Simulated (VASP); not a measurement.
These are PBE GGA, VASP's PBE PAW potentials (set 64) (plane waves; VASP) values and carry that method's errors.

A VASP calculation is set up with these files.

File POSCAR:
```
Os
1.0
  2.7545900000   0.0000000000   0.0000000000
 -1.3772950000   2.3855450000   0.0000000000
  0.0000000000   0.0000000000   8.8629110000
Os
4
direct
  0.0000000000   0.0000000000   0.0000000000
  0.0000000000   0.0000000000   0.5000000000
  0.3333330000   0.6666670000   0.2500000000
  0.6666670000   0.3333330000   0.7500000000
```

### INCAR
```
NELM=100   ! most electronic steps
LMAXMIX=6
NSW=50   ! most ionic steps
PREC=Accurate
LCHARG=.FALSE.
LREAL=.FALSE.
ISIF=3
ENCUT=300
SYSTEM=Os
ALGO=Normal
ISMEAR=0   ! Gaussian
LWAVE=.FALSE.
EDIFF=1E-6
GGA=PE   ! PBE
SIGMA=0.1   ! width (eV)
IBRION=2
EDIFFG=-0.01
LASPH=.TRUE.
```

### KPOINTS
```
Regular mesh
0
gamma
 9 9 3
```

POTCAR, in this order: Os (PBE.64 set). Program: vasp_std.

At this cut-off the stress carries a Pulay error, which pulls relaxed volumes low. Energy and stress use the plane-wave basis of the starting cell. Unless said otherwise, spin-orbit coupling is left out, though it shifts the bands of the heavy elements here.

**Question.** Predict the energy per atom (σ→0), volume per atom, band gap (on the k-mesh).

**Answer.** 
The energy per atom (σ→0) is -11.139 eV/atom. The band gap (on the k-mesh) comes out as none (metal, semimetal or under 0.01 eV) and the volume per atom is 14.26 Å^3/atom.

OSZICAR:
```
...
       N       E                     dE             d eps       ncg     rms          rms(c)
DAV:   1    -0.445655145854E+02   -0.38198E-03   -0.84128E-03   960   0.646E-01    0.170E-01
DAV:   2    -0.445653393660E+02    0.17522E-03   -0.21620E-04  1048   0.115E-01    0.871E-02
DAV:   3    -0.445652977181E+02    0.41648E-04   -0.26120E-04  1216   0.113E-01    0.268E-02
DAV:   4    -0.445652941153E+02    0.36028E-05   -0.13119E-05  1124   0.264E-02    0.474E-03
DAV:   5    -0.445652953928E+02   -0.12774E-05   -0.62910E-07   556   0.694E-03    0.276E-03
DAV:   6    -0.445652962075E+02   -0.81469E-06   -0.40324E-07   492   0.689E-03
   7 F= -.44565296E+02 E0= -.44555196E+02  d E =-.139712E-04
```

The structure was generated: Os was put into an ordered model structure, which need not be its known phase. This run relaxes it. Symmetry was kept, so distortions that lower it aren't found. The run is one of a series of settings (EDIFFG = -0.01, IBRION = 2, ISIF = 3, NSW = 50 against the base run), some of them coarse on purpose. VASP warned that the highest band is occupied, so more bands are needed.
